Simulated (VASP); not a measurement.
Computed with PBEsol GGA, VASP's PBE PAW potentials (set 64) (plane waves; VASP 6.6.1).

VASP input:

### INCAR
```
! general
SYSTEM=C
PREC  =Accurate
ENCUT =520
LREAL =.FALSE.
LASPH =.TRUE.
ICHARG=11

! electronic loop
EDIFF =1E-7
NELM  =100
ALGO  =Normal

! smearing
ISMEAR=0
SIGMA =0.05

! functional
GGA   =PS

! output
LWAVE =.FALSE.
LCHARG=.FALSE.
LORBIT=11
```

### POSCAR
```
C
1
    2.4609674271     0.0000000000     0.0000000000
   -1.2304837136     2.1312607346     0.0000000000
    0.0000000000     0.0000000000    24.9691484674
C
4
Direct
  0.0000000000   0.0000000000   0.5714904429
  0.0000000000   0.0000000000   0.4285095571
  0.3333330000   0.6666670000   0.4284914030
  0.6666670000   0.3333330000   0.5715085970
```

KPOINTS:
```
k-points along high-symmetry lines
10
Line-mode
Reciprocal
  0.000000   0.000000   0.000000 ! GAMMA
  0.500000   0.000000   0.000000 ! M

  0.500000   0.000000   0.000000 ! M
  0.333333   0.333333   0.000000 ! K

  0.333333   0.333333   0.000000 ! K
  0.000000   0.000000   0.000000 ! GAMMA

  0.000000   0.000000   0.000000 ! GAMMA
  0.000000   0.000000   0.500000 ! A

  0.000000   0.000000   0.500000 ! A
  0.500000   0.000000   0.500000 ! L

  0.500000   0.000000   0.500000 ! L
  0.333333   0.333333   0.500000 ! H

  0.333333   0.333333   0.500000 ! H
  0.000000   0.000000   0.500000 ! A

  0.500000   0.000000   0.500000 ! L
  0.500000   0.000000   0.000000 ! M

  0.333333   0.333333   0.500000 ! H
  0.333333   0.333333   0.000000 ! K
```

POTCAR, in this order: C (PBE.64 set). Program: vasp_std. Read from the step before: CHGCAR.

What VASP printed:

**OSZICAR**
```
       N       E                     dE             d eps       ncg     rms          rms(c)
DAV:   1     0.107702970937E+03    0.10770E+03   -0.59414E+03  2160   0.980E+02
DAV:   2    -0.194500080407E+02   -0.12715E+03   -0.11107E+03  3496   0.187E+02
DAV:   3    -0.342630330048E+02   -0.14813E+02   -0.13220E+02  2864   0.773E+01
DAV:   4    -0.349447556774E+02   -0.68172E+00   -0.61491E+00  2612   0.151E+01
DAV:   5    -0.349704449961E+02   -0.25689E-01   -0.25680E-01  2736   0.258E+00
DAV:   6    -0.349715916679E+02   -0.11467E-02   -0.11467E-02  2944   0.528E-01
DAV:   7    -0.349716368744E+02   -0.45206E-04   -0.45206E-04  2800   0.863E-02
DAV:   8    -0.349716379368E+02   -0.10623E-05   -0.10623E-05  2644   0.155E-02
DAV:   9    -0.349716379816E+02   -0.44867E-07   -0.44971E-07  2168   0.301E-03
   1 F= -.34971638E+02 E0= -.34967250E+02  d E =-.877628E-02
```

File OUTCAR:
```
 val. band max:       -1.9092670575   @ k =   0.3333   0.3333   0.2222

 cond. band min:      -1.9092650700   @ k =   0.3333   0.3333   0.1667



 k-point     1 :       0.0000    0.0000    0.0000
  band No.  band energies     occupation
      1     -21.4790      2.00000
      2     -21.3853      2.00000
      3      -9.9511      2.00000
      4      -9.2290      2.00000
      5      -4.9047      2.00000
      6      -4.9046      2.00000
      7      -4.8999      2.00000
      8      -4.8999      2.00000
      9       1.5301      0.00000
     10       1.9867      0.00000
     11       2.5276      0.00000
     12       3.1776      0.00000

 k-point     2 :       0.0556    0.0000    0.0000
  band No.  band energies     occupation
      1     -21.4055      2.00000
      2     -21.3123      2.00000
      3      -9.8623      2.00000
      4      -9.1423      2.00000
      5      -5.2039      2.00000
      6      -5.1970      2.00000
      7      -5.0641      2.00000
      8      -5.0579      2.00000
      9       1.6278      0.00000
     10       2.0865      0.00000
     11       2.6292      0.00000
     12       3.2786      0.00000

 k-point     3 :       0.1111    0.0000    0.0000
  band No.  band energies     occupation
      1     -21.1854      2.00000
      2     -21.0936      2.00000
      3      -9.5966      2.00000
      4      -8.8834      2.00000
      5      -6.0258      2.00000
      6      -6.0141      2.00000
      7      -5.4866      2.00000
      8      -5.4779      2.00000
      9       1.9211      0.00000
     10       2.3857      0.00000
     11       2.9339      0.00000
     12       3.5818      0.00000

 k-point     4 :       0.1667    0.0000    0.0000
  band No.  band energies     occupation
      1     -20.8197      2.00000
      2     -20.7301      2.00000
      3      -9.1571      2.00000
      4      -8.4556      2.00000
      5      -7.2066      2.00000
      6      -7.1886      2.00000
      7      -6.0536      2.00000
...
```

The density is held fixed in this step, so its total energy and stress have no physical meaning. The cell holds a wide vacuum, so values per volume refer to the whole cell.

The cell is a sheet with vacuum, built from a database entry that may be metastable or hypothetical.
